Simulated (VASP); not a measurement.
# CdSiGe62 (a cell with a defect) in VASP: relaxation of the atoms with PBEsol

Aim: the relaxation of the atoms of CdSiGe62 (a cell with a defect) with PBEsol.

Everything below comes from runs of VASP 6.6.1. Logs are shortened: lines on timing, memory, paths and dates and some standing lists are left out, and cuts for length are marked.

## Step 1: Starting point

The cell holds a defect, 64 atoms: a = 11.380 Å, b = 11.380 Å, c = 11.380 Å, α = 90.00°, β = 90.00°, γ = 90.00°.

The cell was built by a generator and needn't be a form met in nature.

## Step 2: Relaxation of the atoms, PBEsol

File INCAR:

```
SYSTEM = CdSiGe62
PREC = Accurate
ENCUT = 360
EDIFF = 1E-6
ISMEAR = 0
SIGMA = 0.02
LREAL = .False.
LASPH = .True.
NELM = 80
ALGO = Normal
ISIF = 2
LWAVE = .False.
LCHARG = .False.
GGA = PS
IBRION = 2
NSW = 60
EDIFFG = -0.01
NELECT = 266
```

File KPOINTS:

```
Automatic mesh
0
Gamma
  2 2 2
  0 0 0
```

File POSCAR:

```
CdSiGe62
1.0
   11.3800000000      0.0000000000      0.0000000000
    0.0000000000     11.3800000000      0.0000000000
    0.0000000000      0.0000000000     11.3800000000
Cd Ge Si
1 62 1
Direct
    0.0004685600      0.9996486300      0.0025813500
    0.2490344400      0.9993717100      0.2501992200
    0.2496497000      0.2487333500      0.9997824300
    0.1246189400      0.1256408500      0.1232320800
    0.1242564500      0.3762227200      0.3769723900
    0.3733952100      0.1256847900      0.3739586500
    0.3740900700      0.3740741100      0.1245513200
    0.0010581700      0.0007565500      0.5000628100
    0.9996141800      0.2500034900      0.7498875100
    0.2508421800      0.9993293000      0.7499934200
    0.2498926700      0.2499444500      0.5002646600
    0.1252099000      0.1264175400      0.6249077400
    0.1266582600      0.3746752000      0.8744926700
    0.3751069800      0.1253774600      0.8752863100
    0.3763720000      0.3762099200      0.6255250700
    0.9996428300      0.4998931500      0.0015009500
    0.0002349600      0.7486080300      0.2492677200
    0.2493867100      0.5012235800      0.2498862000
    0.2524001100      0.7506973000      0.0001325400
    0.1245373100      0.6260324000      0.1247443800
    0.1241248200      0.8756033300      0.3750135500
    0.3762627200      0.6249218500      0.3719631600
    0.3758382700      0.8730059400      0.1266340800
    0.0019341900      0.4995465200      0.4987631500
    0.9985163800      0.7509267100      0.7497853600
    0.2493645700      0.4997415000      0.7522178900
    0.2503684100      0.7507919200      0.5008250300
    0.1260815100      0.6261271000      0.6242455200
    0.1247714800      0.8741921100      0.8742447800
    0.3762122200      0.6244671600      0.8749159500
    0.3742642600      0.8743698400      0.6258370700
    0.4995269800      0.9994880100      0.0005241300
    0.5005314900      0.2508415100      0.2501813400
    0.7481376200      0.0006693400      0.2505292000
    0.7510812100      0.2491011000      0.0026769600
    0.6236912700      0.1257719900      0.1250488000
    0.6244826900      0.3758666900      0.3747011400
    0.8725196900      0.1237604100      0.3754860100
    0.8773766000      0.3734269800      0.1249820000
    0.5015406000      0.0006444600      0.4996011100
    0.4984899900      0.2481085100      0.7492057600
    0.7496087700      0.9976115600      0.7482014100
    0.7503224600      0.2495656700      0.4991984100
    0.6245672400      0.1241370400      0.6259849700
    0.6267415400      0.3772020700      0.8757537700
    0.8757934400      0.1265537300      0.8768461400
    0.8765559700      0.3762873800      0.6243260300
    0.4983012100      0.5009314900      0.9999003500
    0.4999408800      0.7490554800      0.2486184600
    0.7514890300      0.5004939100      0.2488689900
    0.7504146100      0.7503245300      0.0005541800
    0.6273716200      0.6249631500      0.1236411100
    0.6250388100      0.8743136000      0.3755825500
    0.8752235800      0.6253679700      0.3743978200
    0.8754393000      0.8744581400      0.1255493000
    0.4996803500      0.4988123100      0.5005294100
    0.4992501700      0.7515333300      0.7504704000
    0.7504966800      0.5001076200      0.7499369700
    0.7474654500      0.7512978800      0.4991356700
    0.6260155000      0.6243219400      0.6248480100
    0.6247619200      0.8738971700      0.8748176500
    0.8755058500      0.6245601600      0.8736576100
    0.8743912800      0.8752652900      0.6262182700
    0.9997322900      0.2501164000      0.2516805100
```

Potentials or basis: VASP PAW PBE potentials, release 64 (Cd, Ge, Si).

On the command line:

```bash
> cat potpaw_PBE.64/Cd/POTCAR potpaw_PBE.64/Ge/POTCAR potpaw_PBE.64/Si/POTCAR > POTCAR
> mpirun -np 8 vasp_std > vasp.out
```

OUTCAR:

```text
SYSTEM = CdSiGe62
   PREC = Accurate
   ENCUT = 360
   EDIFF = 1E-6
   ISMEAR = 0
   LREAL = .False.
   LASPH = .True.
   NELM = 80
   ISIF = 2
   GGA = PS
   IBRION = 2
   NSW = 60
   EDIFFG = -0.01
   NELECT = 266

 ion  position               nearest neighbor table
   1  0.000  1.000  0.003-   4 2.44  55 2.45  46 2.48  29 2.48
   2  0.249  0.999  0.250-  21 2.45   6 2.46  23 2.48   4 2.48
   3  0.250  0.249  1.000-   4 2.44  14 2.45  13 2.46   7 2.46
   4  0.125  0.126  0.123-   1 2.44   3 2.44   2 2.48  64 2.48
   5  0.124  0.376  0.377-  24 2.41  11 2.47  64 2.47  18 2.48
   6  0.373  0.126  0.374-  11 2.46   2 2.46  33 2.47  40 2.49
[... 56 lines left out ...]
  63  0.874  0.875  0.626-  42 2.43  25 2.44  59 2.48   8 2.49
  64  1.000  0.250  0.252-  39 2.45   5 2.47  38 2.48   4 2.48

  LATTYP: Found a simple cubic cell.
 ALAT       =    11.3800000000

  Lattice vectors:

 A1 = (  11.3800000000,   0.0000000000,   0.0000000000)
 A2 = (   0.0000000000,  11.3800000000,   0.0000000000)
 A3 = (   0.0000000000,   0.0000000000,  11.3800000000)

Analysis of symmetry for initial positions (statically):
=====================================================================
 Subroutine PRICEL returns:
 Original cell was already a primitive cell.

 Routine SETGRP: Setting up the symmetry group for a
 simple cubic supercell.

 Subroutine GETGRP returns: Found  1 space group operations
 (whereof  1 operations were pure point group operations)
 out of a pool of 48 trial point group operations.

The static configuration has the point symmetry C_1 .

Analysis of symmetry for dynamics (positions and initial velocities):
=====================================================================
 Subroutine PRICEL returns:
 Original cell was already a primitive cell.

 Routine SETGRP: Setting up the symmetry group for a
 simple cubic supercell.

 Subroutine GETGRP returns: Found  1 space group operations
 (whereof  1 operations were pure point group operations)
 out of a pool of 48 trial point group operations.

The dynamic configuration has the point symmetry C_1 .

 Subroutine INISYM returns: Found  1 space group operations
 (whereof  1 operations are pure point group operations),
 and found     1 'primitive' translations

----------------------------------------------------------------------------------------

                                     Primitive cell

  volume of cell :    1473.7601

  direct lattice vectors                    reciprocal lattice vectors
    11.380000000  0.000000000  0.000000000     0.087873462  0.000000000  0.000000000
     0.000000000 11.380000000  0.000000000     0.000000000  0.087873462  0.000000000
     0.000000000  0.000000000 11.380000000     0.000000000  0.000000000  0.087873462

  length of vectors
    11.380000000 11.380000000 11.380000000     0.087873462  0.087873462  0.087873462

  position of ions in fractional coordinates (direct lattice)
     0.000468560  0.999648630  0.002581350
     0.249034440  0.999371710  0.250199220
     0.249649700  0.248733350  0.999782430
     0.124618940  0.125640850  0.123232080
     0.124256450  0.376222720  0.376972390
     0.373395210  0.125684790  0.373958650
[... 56 lines left out ...]
     0.874391280  0.875265290  0.626218270
     0.999732290  0.250116400  0.251680510

  ion indices of the primitive-cell ions
   primitive index   ion index
                 1           1
                 2           2
                 3           3
                 4           4
                 5           5
                 6           6
[... 56 lines left out ...]
                63          63
                64          64

----------------------------------------------------------------------------------------
[... 28 lines left out ...]
  0.500000  0.000000  0.000000      1.000000
  0.000000  0.500000  0.000000      1.000000
  0.000000  0.000000  0.500000      1.000000
  0.500000  0.500000  0.000000      1.000000
  0.000000  0.500000  0.500000      1.000000
  0.500000  0.000000  0.500000      1.000000
  0.500000  0.500000  0.500000      1.000000
   k-points           NKPTS =      8   k-points in BZ     NKDIM =      8   number of bands    NBANDS=    168
   number of dos      NEDOS =    301   number of ions     NIONS =     64
   total plane-waves  NPLWV = 343000
   dimension x,y,z NGX =    70 NGY =   70 NGZ =   70
   dimension x,y,z NGXF=   140 NGYF=  140 NGZF=  140
   ions per type =               1  62   1
   NGX,Y,Z   is equivalent  to a cutoff of  10.23, 10.23, 10.23 a.u.
   NGXF,Y,Z  is equivalent  to a cutoff of  20.45, 20.45, 20.45 a.u.
 SYSTEM =  CdSiGe62
   PREC   = accura    normal or accurate (medium, high low for compatibility)
   ISTART =      0    job   : 0-new  1-cont  2-samecut
   ICHARG =      2    charge: 1-file 2-atom 10-const
   ISPIN  =      1    spin polarized calculation?
   LNONCOLLINEAR =      F non collinear calculations
   LSORBIT =      F    spin-orbit coupling
   LASPH  =      T    aspherical Exc in radial PAW
   ENCUT  =  360.0 eV  26.46 Ry    5.14 a.u.  17.61 17.61 17.61*2*pi/ulx,y,z
   NELM   =     80;   NELMIN=  2; NELMDL= -5     # of ELM steps
   EDIFF  = 0.1E-05   stopping-criterion for ELM
   LREAL  =      F    real-space projection
   EDIFFG = -.1E-01   stopping-criterion for IOM
   NSW    =     60    number of steps for IOM
   IBRION =      2    ionic relax: 0-MD 1-quasi-New 2-CG
   NFREE  =      1    steps in history (QN), initial steepest desc. (CG)
   ISIF   =      2    stress and relaxation
   ISYM   =      2    0-nonsym 1-usesym 2-fastsym
   POTIM  = 0.5000    time-step for ionic-motion
   TEBEG  =    0.0;   TEEND  =   0.0 temperature during run
   PSTRESS=    0.0 pullay stress
   NELECT =     266.0000    total number of electrons
   NUPDOWN=      -1.0000    fix difference up-down
   EMIN   =  10.00;   EMAX   =-10.00  energy-range for DOS
   EFERMI =   0.00;   METHOD = LEGACY
   ISMEAR =     0;   SIGMA  =   0.02  broadening in eV -4-tet -1-fermi 0-gaus
   EFERMI_NEDOS =   21; number of points for ismear=-14 and -15
   IALGO  =     38    algorithm
   IMIX   =      4    mixing-type and parameters
     AMIX     =   0.40;   BMIX     =  1.00
     AMIX_MAG =   1.60;   BMIX_MAG =  1.00
  volume/ion in A,a.u.               =      23.03       155.40
  Fermi-wavevector in a.u.,A,eV,Ry     =   0.925180  1.748338 11.646027  0.855959
  Thomas-Fermi vector in A             =   2.051007
   LORBIT       =      0    0 simple, 1 ext, 2 COOP (PROOUT), +10 PAW based schemes
   GGA     = PS    functional components
   LHFCALC =     F    Hartree Fock is set to
   AEXX    =    0.0000 exact exchange contribution
   IVDW    =     0    specifies the selected vdW correction
   LEPSILON=     F    determine dielectric tensor
   LRPA    =     F    only Hartree local field effects (RPA)
 conjugate gradient relaxation of ions
 non-spin polarized calculation
 Gauss-broadening in eV      SIGMA  =   0.02
  energy-cutoff  :      360.00
  volume of cell :     1473.76
 maximum number of plane-waves:     22896
   NGX = 35   NGY = 35   NGZ = 35

--------------------------------------- Ionic step        1  -------------------------------------------

 number of electron     265.9999987 magnetization

 Free energy of the ion-electron system (eV)
  ---------------------------------------------------
  ext. energy  EPLUGINS =         0.00000000
  ---------------------------------------------------
  free energy    TOTEN  =      -301.61609962 eV

  energy without entropy =     -301.61489438  energy(sigma->0) =     -301.61549700

------------------------ aborting loop because EDIFF is reached ----------------------------------------

  FORCE on cell =-STRESS in cart. coord.  units (eV):
  Direction    XX          YY          ZZ          XY          YZ          ZX
  --------------------------------------------------------------------------------------
  -------------------------------------------------------------------------------------
  Total       24.8999771     25.2053811     24.9071443      1.0048310     -0.7853756     -0.6545418
  in kB       27.0696564     27.4016721     27.0774481      1.0923877     -0.8538099     -0.7115758
  external PRESSURE =      27.1829255 kB  Pullay stress =       0.0000000 kB
[... 275 lines left out ...]
  FREE ENERGIE OF THE ION-ELECTRON SYSTEM (eV)
  ---------------------------------------------------
  free  energy   TOTEN  =      -301.9409034702 eV

  energy  without entropy=     -301.9398614304  energy(sigma->0) =     -301.94038245

[... ionic steps 4 to 13 ...]

--------------------------------------- Ionic step       14  -------------------------------------------

 number of electron     265.9999980 magnetization

------------------------ aborting loop because EDIFF is reached ----------------------------------------
[... 191 lines left out ...]
--------------------------------------- Ionic step       16  -------------------------------------------

 number of electron     265.9999978 magnetization

 Free energy of the ion-electron system (eV)
  ---------------------------------------------------
  ext. energy  EPLUGINS =         0.00000000
  ---------------------------------------------------
  free energy    TOTEN  =      -301.98863665 eV

  energy without entropy =     -301.98759259  energy(sigma->0) =     -301.98811462

 E-fermi :   3.5778     XC(G=0):  -9.2612

 val. band max:        3.5554833943   @ k =   0.0000   0.0000   0.0000
 cond. band min:       3.5982800857   @ k =   0.0000   0.0000   0.0000
 fundamental gap:      0.0427966915
 Fermi energy:         3.5777882250

 k-point     1 :       0.0000    0.0000    0.0000
  band No.  band energies     occupation
      1      -9.1731      2.00000
      2      -8.2305      2.00000
      3      -8.2285      2.00000
      4      -8.1947      2.00000
      5      -8.1934      2.00000
      6      -8.1771      2.00000
[... 1173 lines left out ...]
    144       4.7130      0.00000
    145       4.7264      0.00000
 [bands above 145 left out]

------------------------ aborting loop because EDIFF is reached ----------------------------------------

  FORCE on cell =-STRESS in cart. coord.  units (eV):
  Direction    XX          YY          ZZ          XY          YZ          ZX
  --------------------------------------------------------------------------------------
  -------------------------------------------------------------------------------------
  Total       24.3375144     24.5328332     24.5376316     -0.0075047      0.1900385     -0.0208548
  in kB       26.4581831     26.6705212     26.6757377     -0.0081586      0.2065977     -0.0226720
  external PRESSURE =      26.6014807 kB  Pullay stress =       0.0000000 kB
[... 79 lines left out ...]
  FREE ENERGIE OF THE ION-ELECTRON SYSTEM (eV)
  ---------------------------------------------------
  free  energy   TOTEN  =      -301.9886366523 eV

  energy  without entropy=     -301.9875925931  energy(sigma->0) =     -301.98811462

 reached required accuracy - stopping structural energy minimisation
```

Wall time 48 min (8 MPI ranks of Intel Xeon 6975P-C (Granite Rapids), shared host); peak memory 0.36 GiB.

Results:

```
Free energy                  : -301.9886 eV
Energy gained by relaxing    : 5.8 meV/atom
Ionic steps                  : 16
Largest force after relaxing : 0.008 eV/Å
Band gap on the k mesh       : 0.04 eV, direct
```

Forces on the atoms (eV/Å):
```
Cd   0.005  0.005  0.001
Ge  -0.003  0.001  0.000
Ge   0.001  0.000  0.000
Ge   0.001  0.005  0.004
Ge   0.001  0.000  0.001
Ge   0.002 -0.003 -0.001
Ge   0.002 -0.003  0.001
Ge   0.005  0.000 -0.003
Ge  -0.002  0.001 -0.001
Ge   0.000 -0.001 -0.001
Ge  -0.003  0.000 -0.006
Ge   0.002 -0.002 -0.005
Ge  -0.003  0.003  0.001
Ge   0.003  0.002  0.001
Ge  -0.001 -0.002 -0.001
Ge  -0.001 -0.001 -0.001
Ge   0.001 -0.001 -0.001
Ge  -0.001 -0.002  0.004
Ge  -0.001 -0.002  0.001
Ge   0.001 -0.005  0.002
Ge  -0.001  0.001  0.003
Ge  -0.002  0.000  0.000
Ge   0.000  0.001  0.001
Ge   0.001 -0.002  0.000
Ge  -0.002  0.000  0.001
Ge   0.000  0.001  0.003
Ge  -0.004 -0.001  0.003
Ge  -0.005  0.001  0.001
Ge   0.000  0.001  0.000
Ge   0.001  0.000 -0.002
Ge   0.002  0.000  0.000
Ge   0.003  0.003 -0.001
Ge  -0.002 -0.001 -0.002
Ge   0.004  0.002 -0.001
Ge   0.000  0.001 -0.002
Ge  -0.001 -0.001 -0.002
Ge   0.002  0.000  0.002
Ge   0.000  0.003  0.003
Ge  -0.001  0.001  0.000
Ge  -0.001 -0.002  0.001
Ge   0.001  0.000 -0.002
Ge   0.001 -0.002  0.001
Ge   0.000 -0.002  0.000
Ge   0.002  0.000  0.002
Ge   0.000 -0.001  0.001
Ge   0.001  0.001  0.002
Ge   0.000 -0.001 -0.001
Ge  -0.002 -0.001  0.000
Ge   0.001  0.002  0.002
Ge  -0.001  0.002 -0.001
Ge  -0.002  0.002  0.000
Ge  -0.001  0.002  0.003
Ge   0.002  0.004 -0.002
Ge   0.000 -0.002 -0.002
Ge   0.006  0.001 -0.001
Ge   0.003 -0.001  0.000
Ge  -0.005 -0.002  0.000
Ge   0.000 -0.003  0.000
Ge  -0.001 -0.003  0.001
Ge  -0.002  0.000  0.001
Ge  -0.003  0.000 -0.003
Ge  -0.001 -0.003  0.001
Ge   0.000  0.001 -0.004
Si  -0.003  0.002 -0.002
```

Step by step:
| step | energy change (eV) | largest force (eV/Å) | pressure (GPa) |
| --- | --- | --- | --- |
| 1 | 0.0000 | 1.0878 | 2.72 |
| 2 | -0.3053 | 0.3884 | 2.66 |
| 3 | -0.3248 | 0.2070 | 2.66 |
| 4 | -0.3516 | 0.1017 | 2.66 |
| 5 | -0.3562 | 0.0901 | 2.66 |
| 6 | -0.3627 | 0.0607 | 2.66 |
| 7 | -0.3663 | 0.0731 | 2.66 |
| 8 | -0.3700 | 0.0350 | 2.66 |
| 9 | -0.3704 | 0.0460 | 2.66 |
| 10 | -0.3717 | 0.0164 | 2.66 |
| 11 | -0.3717 | 0.0205 | 2.66 |
| 12 | -0.3722 | 0.0134 | 2.66 |
| 13 | -0.3723 | 0.0134 | 2.66 |
| 14 | -0.3724 | 0.0122 | 2.66 |
| 15 | -0.3724 | 0.0127 | 2.66 |
| 16 | -0.3725 | 0.0076 | 2.66 |

Final structure:
```
CELL_PARAMETERS angstrom
11.38000 0.00000 0.00000
0.00000 11.38000 0.00000
0.00000 0.00000 11.38000
ATOMIC_POSITIONS crystal
Cd 0.00137 0.00106 0.00142
Ge 0.25001 0.00338 0.25073
Ge 0.24988 0.25057 0.00343
Ge 0.12502 0.13058 0.13075
Ge 0.12222 0.37422 0.37425
Ge 0.37588 0.12457 0.37605
Ge 0.37589 0.37602 0.12433
Ge 0.00010 0.00066 0.49947
Ge 0.99693 0.25078 0.74929
Ge 0.25067 0.99706 0.74919
Ge 0.24890 0.24964 0.49974
Ge 0.12457 0.12472 0.62650
Ge 0.12464 0.37353 0.87530
Ge 0.37324 0.12435 0.87582
Ge 0.37470 0.37464 0.62507
Ge 0.00028 0.49931 0.00070
Ge 0.99691 0.74927 0.25075
Ge 0.24879 0.49957 0.24940
Ge 0.25082 0.74923 0.99701
Ge 0.12460 0.62657 0.12459
Ge 0.12450 0.87536 0.37356
Ge 0.37460 0.62481 0.37450
Ge 0.37333 0.87568 0.12454
Ge 0.00000 0.49965 0.49961
Ge 0.00315 0.74911 0.74910
Ge 0.24969 0.49972 0.75048
Ge 0.24975 0.75051 0.49951
Ge 0.12482 0.62367 0.62352
Ge 0.12704 0.87295 0.87298
Ge 0.37629 0.62391 0.87545
Ge 0.37615 0.87550 0.62387
Ge 0.50015 0.99994 0.00010
Ge 0.50005 0.24959 0.24950
Ge 0.74992 0.99779 0.25071
Ge 0.75027 0.25053 0.99799
Ge 0.62644 0.12465 0.12469
Ge 0.62533 0.37470 0.37466
Ge 0.87774 0.12668 0.37144
Ge 0.87800 0.37133 0.12690
Ge 0.49999 0.00015 0.49994
Ge 0.49985 0.24937 0.75074
Ge 0.74934 0.00288 0.74935
Ge 0.75124 0.24959 0.49910
Ge 0.62430 0.12464 0.62366
Ge 0.62446 0.37580 0.87592
Ge 0.87319 0.12679 0.87304
Ge 0.87545 0.37626 0.62389
Ge 0.50014 0.49988 0.00000
Ge 0.49990 0.75039 0.24936
Ge 0.75135 0.49903 0.24958
Ge 0.74948 0.74918 0.00274
Ge 0.62446 0.62353 0.12451
Ge 0.62414 0.87578 0.37596
Ge 0.87544 0.62393 0.37626
Ge 0.87288 0.87294 0.12699
Ge 0.50019 0.50002 0.50002
Ge 0.50025 0.75059 0.75046
Ge 0.75046 0.50024 0.75054
Ge 0.75050 0.75064 0.50021
Ge 0.62533 0.62542 0.62533
Ge 0.62648 0.87534 0.87544
Ge 0.87573 0.62597 0.87567
Ge 0.87557 0.87571 0.62619
Si 0.00296 0.25123 0.25152
```

Caveat: the cell carries a net charge on a neutralising background, which shifts energy and pressure; the cell is charged against a uniform background, so pressure and absolute levels hang on convention; the PAW data sets were made with another functional, which shifts forces and pressure a little.
